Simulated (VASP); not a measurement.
These are r2SCAN meta-GGA, VASP's PBE PAW potentials (set 64) (plane waves; VASP) values and carry that method's errors.

The input files of a VASP run:

### POSCAR
```
Zr
1
    1.6150000000    -2.7972620000     0.0000000000
    1.6150000000     2.7972620000     0.0000000000
    0.0000000000     0.0000000000     5.1500000000
Zr
2
Direct
  0.3333330000   0.6666670000   0.2500000000
  0.6666670000   0.3333330000   0.7500000000
```

**KPOINTS**
```
Automatic mesh
0
Gamma
12 12 7
0 0 0
```

INCAR:
```
LREAL = .FALSE.
METAGGA = R2SCAN
LWAVE = .FALSE.
LCHARG = .FALSE.
LASPH = .TRUE.
NELM = 100   ! most electronic steps
IBRION = 2   ! conjugate gradients
SIGMA = 0.1   ! width (eV)
ISMEAR = 1
LMAXMIX = 4
ISIF = 3   ! ions, shape and volume
EDIFFG = -0.01
PREC = Accurate
NSW = 60
EDIFF = 1E-6   ! SCF stop (eV)
ALGO = Normal
ENCUT = 520
SYSTEM = Zr
LMIXTAU = .TRUE.
```

POTCAR, in this order: Zr_sv (PBE.64 set). Program: vasp_std.

The run wrote:

OSZICAR:
```
       N       E                     dE             d eps       ncg     rms          rms(c)
DAV:   1     0.183977631508E+03    0.18398E+03   -0.13921E+04  2432   0.153E+03
DAV:   2    -0.413163662197E+02   -0.22529E+03   -0.22327E+03  3112   0.427E+02
DAV:   3    -0.585073608298E+02   -0.17191E+02   -0.17035E+02  4696   0.827E+01
DAV:   4    -0.589148138060E+02   -0.40745E+00   -0.40743E+00  2608   0.147E+01
DAV:   5    -0.589295717159E+02   -0.14758E-01   -0.14758E-01  3896   0.180E+00    0.181E+01
DAV:   6    -0.473327683364E+02    0.11597E+02   -0.10665E+01  3064   0.235E+01    0.466E+00
DAV:   7    -0.439043253550E+02    0.34284E+01   -0.17071E+00  2640   0.125E+01    0.132E+00
DAV:   8    -0.457847196789E+02   -0.18804E+01   -0.77690E-01  2472   0.104E+01    0.776E-01
DAV:   9    -0.449593005485E+02    0.82542E+00   -0.11447E+00  2432   0.106E+01    0.774E-01
DAV:  10    -0.449548180851E+02    0.44825E-02   -0.23413E-01  2624   0.406E+00    0.768E-01
DAV:  11    -0.455016251534E+02   -0.54681E+00   -0.35321E-01  2640   0.470E+00    0.401E-01
DAV:  12    -0.454886269300E+02    0.12998E-01   -0.13785E-02  3800   0.106E+00    0.318E-01
DAV:  13    -0.455015626475E+02   -0.12936E-01   -0.30985E-03  2664   0.562E-01    0.128E-01
DAV:  14    -0.454963465398E+02    0.52161E-02   -0.64799E-03  2560   0.723E-01    0.837E-02
DAV:  15    -0.454953149295E+02    0.10316E-02   -0.73678E-04  3408   0.216E-01    0.865E-02
DAV:  16    -0.454959085499E+02   -0.59362E-03   -0.11457E-03  2592   0.291E-01    0.378E-02
DAV:  17    -0.454960434961E+02   -0.13495E-03   -0.14804E-04  3840   0.722E-02    0.353E-02
DAV:  18    -0.454959384410E+02    0.10506E-03   -0.47218E-05  2592   0.546E-02    0.191E-02
DAV:  19    -0.454959745783E+02   -0.36137E-04   -0.46253E-05  2712   0.699E-02    0.630E-03
DAV:  20    -0.454959787460E+02   -0.41677E-05   -0.48279E-06  2248   0.271E-02    0.713E-03
DAV:  21    -0.454959758956E+02    0.28504E-05   -0.10767E-05  2576   0.334E-02    0.456E-03
DAV:  22    -0.454959791518E+02   -0.32562E-05   -0.18908E-06  1752   0.153E-02    0.948E-04
DAV:  23    -0.454959788682E+02    0.28362E-06   -0.12508E-07  1360   0.424E-03
   1 F= -.45495979E+02 E0= -.45495145E+02  d E =-.454960E+02
       N       E                     dE             d eps       ncg     rms          rms(c)
DAV:   1    -0.455672331837E+02   -0.71254E-01   -0.31718E+00  2464   0.197E+01    0.252E+00
DAV:   2    -0.455116018445E+02    0.55631E-01   -0.31911E-01  2800   0.531E+00    0.102E+00
DAV:   3    -0.454925851699E+02    0.19017E-01   -0.10216E-01  3744   0.274E+00    0.473E-01
DAV:   4    -0.454909761234E+02    0.16090E-02   -0.30760E-02  2704   0.154E+00    0.226E-01
DAV:   5    -0.454936897649E+02   -0.27136E-02   -0.16152E-02  2584   0.116E+00    0.750E-02
DAV:   6    -0.454957878273E+02   -0.20981E-02   -0.38406E-03  3496   0.423E-01    0.732E-02
DAV:   7    -0.454961212215E+02   -0.33339E-03   -0.74933E-04  3616   0.204E-01    0.492E-02
DAV:   8    -0.454961429915E+02   -0.21770E-04   -0.82546E-05  3776   0.877E-02    0.213E-02
DAV:   9    -0.454961246406E+02    0.18351E-04   -0.23125E-05  3656   0.311E-02    0.807E-03
DAV:  10    -0.454961380305E+02   -0.13390E-04   -0.45096E-06  2040   0.197E-02    0.411E-03
DAV:  11    -0.454961327683E+02    0.52623E-05   -0.28598E-06  1936   0.159E-02    0.142E-03
DAV:  12    -0.454961367559E+02   -0.39876E-05   -0.20727E-07  1360   0.562E-03    0.741E-04
DAV:  13    -0.454961359097E+02    0.84622E-06   -0.57080E-08  1344   0.219E-03
   2 F= -.45496136E+02 E0= -.45495474E+02  d E =-.157041E-03
       N       E                     dE             d eps       ncg     rms          rms(c)
DAV:   1    -0.455151040988E+02   -0.18967E-01   -0.75663E-01  2472   0.959E+00    0.128E+00
DAV:   2    -0.455013785285E+02    0.13726E-01   -0.73080E-02  2736   0.256E+00    0.490E-01
DAV:   3    -0.454965509829E+02    0.48275E-02   -0.23971E-02  3664   0.131E+00    0.245E-01
DAV:   4    -0.454969786690E+02   -0.42769E-03   -0.68071E-03  2720   0.729E-01    0.112E-01
DAV:   5    -0.454970400239E+02   -0.61355E-04   -0.39896E-03  2680   0.582E-01    0.360E-02
DAV:   6    -0.454976732803E+02   -0.63326E-03   -0.88659E-04  3408   0.206E-01    0.351E-02
DAV:   7    -0.454977546755E+02   -0.81395E-04   -0.22534E-04  3568   0.112E-01    0.236E-02
DAV:   8    -0.454977688079E+02   -0.14132E-04   -0.34035E-05  4008   0.555E-02    0.282E-03
DAV:   9    -0.454977716516E+02   -0.28437E-05   -0.10748E-05  2576   0.243E-02    0.268E-03
DAV:  10    -0.454977701283E+02    0.15233E-05   -0.29467E-07  1432   0.559E-03    0.159E-03
DAV:  11    -0.454977721647E+02   -0.20364E-05   -0.26445E-07  1312   0.455E-03    0.444E-04
DAV:  12    -0.454977709694E+02    0.11953E-05   -0.55095E-08  1360   0.209E-03    0.185E-04
DAV:  13    -0.454977711616E+02   -0.19223E-06   -0.19969E-08  1288   0.110E-03
   3 F= -.45497771E+02 E0= -.45497015E+02  d E =-.179229E-02
       N       E                     dE             d eps       ncg     rms          rms(c)
DAV:   1    -0.454977785701E+02   -0.76007E-05   -0.33499E-04  2544   0.202E-01    0.267E-02
DAV:   2    -0.454977716098E+02    0.69603E-05   -0.32639E-05  2808   0.543E-02    0.103E-02
DAV:   3    -0.454977682063E+02    0.34035E-05   -0.10754E-05  3504   0.277E-02    0.509E-03
DAV:   4    -0.454977708367E+02   -0.26304E-05   -0.29616E-06  1888   0.156E-02    0.244E-03
DAV:   5    -0.454977693627E+02    0.14740E-05   -0.17794E-06  1888   0.114E-02    0.748E-04
DAV:   6    -0.454977708620E+02   -0.14993E-05   -0.36230E-07  1288   0.507E-03    0.523E-04
DAV:   7    -0.454977707083E+02    0.15378E-06   -0.12426E-07  1288   0.233E-03
   4 F= -.45497771E+02 E0= -.45497013E+02  d E =-.179184E-02
       N       E                     dE             d eps       ncg     rms          rms(c)
DAV:   1    -0.454981827285E+02   -0.41187E-03   -0.26849E-02  2432   0.157E+00    0.110E-01
DAV:   2    -0.454978173932E+02    0.36534E-03   -0.10291E-03  2856   0.237E-01    0.526E-02
DAV:   3    -0.454978390483E+02   -0.21655E-04   -0.24542E-04  2856   0.157E-01    0.124E-02
DAV:   4    -0.454978505526E+02   -0.11504E-04   -0.43443E-05  3352   0.536E-02    0.552E-03
DAV:   5    -0.454978540003E+02   -0.34477E-05   -0.17346E-05  2600   0.396E-02    0.370E-03
DAV:   6    -0.454978537943E+02    0.20604E-06   -0.48082E-06  1944   0.213E-02
   5 F= -.45497854E+02 E0= -.45497110E+02  d E =-.830860E-04
       N       E                     dE             d eps       ncg     rms          rms(c)
DAV:   1    -0.454980824824E+02   -0.22848E-03   -0.17573E-02  2440   0.127E+00    0.888E-02
DAV:   2    -0.454978437636E+02    0.23872E-03   -0.67205E-04  2864   0.192E-01    0.426E-02
DAV:   3    -0.454978591247E+02   -0.15361E-04   -0.16085E-04  2880   0.127E-01    0.101E-02
DAV:   4    -0.454978650223E+02   -0.58976E-05   -0.27984E-05  3320   0.431E-02    0.449E-03
DAV:   5    -0.454978683332E+02   -0.33109E-05   -0.11252E-05  2592   0.321E-02    0.300E-03
DAV:   6    -0.454978673453E+02    0.98786E-06   -0.31748E-06  1960   0.175E-02
   6 F= -.45497867E+02 E0= -.45497136E+02  d E =-.966370E-04
```

**OUTCAR**
```
------------------------ aborting loop because EDIFF is reached ----------------------------------------
  FORCE on cell =-STRESS in cart. coord.  units (eV):
  Direction    XX          YY          ZZ          XY          YZ          ZX
  --------------------------------------------------------------------------------------
  Total        0.0022201      0.0022201      0.0083836     -0.0000000      0.0000000      0.0000000
  in kB        0.0755989      0.0755989      0.2854771     -0.0000000      0.0000000      0.0000000
  external PRESSURE =       0.1455583 kB  Pullay stress =       0.0000000 kB
  volume of cell :       47.05
      direct lattice vectors                 reciprocal lattice vectors
     1.623568638 -2.812103315 -0.000000000     0.307963574 -0.177802856  0.000000000
     1.623568638  2.812103315  0.000000000     0.307963574  0.177802856 -0.000000000
    -0.000000000  0.000000000  5.152720856     0.000000000 -0.000000000  0.194072225
 POSITION                                       TOTAL-FORCE (eV/Angst)
 -----------------------------------------------------------------------------------
      1.62357      0.93737      1.28818         0.000000      0.000000      0.000000
      1.62357     -0.93737      3.86454        -0.000000     -0.000000     -0.000000
 -----------------------------------------------------------------------------------
    total drift:                               -0.000000      0.001121     -0.000019
  FREE ENERGIE OF THE ION-ELECTRON SYSTEM (eV)
  ---------------------------------------------------
  free  energy   TOTEN  =       -45.4978673453 eV

  energy  without entropy=      -45.4956731190  energy(sigma->0) =      -45.49713594

 reached required accuracy - stopping structural energy minimisation
```
(Selected blocks of OUTCAR.)

File CONTCAR:
```
Zr
   1.00000000000000
     1.6235686378365488   -2.8121033152200008   -0.0000000000000000
     1.6235686378365488    2.8121033152200008    0.0000000000000000
    -0.0000000000000000    0.0000000000000000    5.1527208555085711
  Zr
     2
Direct
     0.3333330000000032    0.6666669999999968    0.2500000000000000
     0.6666669999999968    0.3333330000000032    0.7500000000000000
```

OUTCAR:
```
 val. band max:        8.9239241279   @ k =   0.3333   0.2500   0.4286

 cond. band min:       8.9476555133   @ k =   0.3333   0.1667   0.4286


 Fermi energy:         8.9422601946

 k-point     1 :       0.0000    0.0000    0.0000
  band No.  band energies     occupation
      1     -41.6566      2.00000
      2     -41.4947      2.00000
      3     -19.5009      2.00000
      4     -18.6095      2.00000
      5     -18.6095      2.00000
      6     -18.4694      2.00000
      7     -18.4663      2.00000
      8     -18.4663      2.00000
      9       2.9312      2.00000
     10       5.7542      2.00000
     11       9.8926     -0.00000
     12       9.8926     -0.00000
     13       9.9455     -0.00000
     14      10.0911     -0.00000
     15      10.6368     -0.00000
     16      10.6368     -0.00000

 k-point     2 :       0.0833    0.0000    0.0000
  band No.  band energies     occupation
      1     -41.6485      2.00000
      2     -41.4915      2.00000
      3     -19.4792      2.00000
      4     -18.6567      2.00000
      5     -18.6251      2.00000
      6     -18.5153      2.00000
      7     -18.4788      2.00000
      8     -18.4723      2.00000
      9       3.1316      2.00000
     10       5.9322      2.00000
     11       9.4353     -0.00000
     12       9.5838     -0.00000
     13      10.0772     -0.00000
     14      10.4006     -0.00000
     15      10.4982     -0.00000
     16      10.8088     -0.00000

 k-point     3 :       0.1667   -0.0000    0.0000
  band No.  band energies     occupation
      1     -41.6259      2.00000
      2     -41.4830      2.00000
      3     -19.4168      2.00000
      4     -18.7858      2.00000
      5     -18.6661      2.00000
      6     -18.6454      2.00000
      7     -18.5072      2.00000
      8     -18.4898      2.00000
      9       3.6963      2.00000
     10       6.3850      2.00000
     11       8.7855      2.04910
     12       8.8079      2.06726
     13      10.0496     -0.00000
...
```

The compound is Zr in the hcp structure. This run relaxes it. Symmetry was kept, so distortions that lower it aren't found.
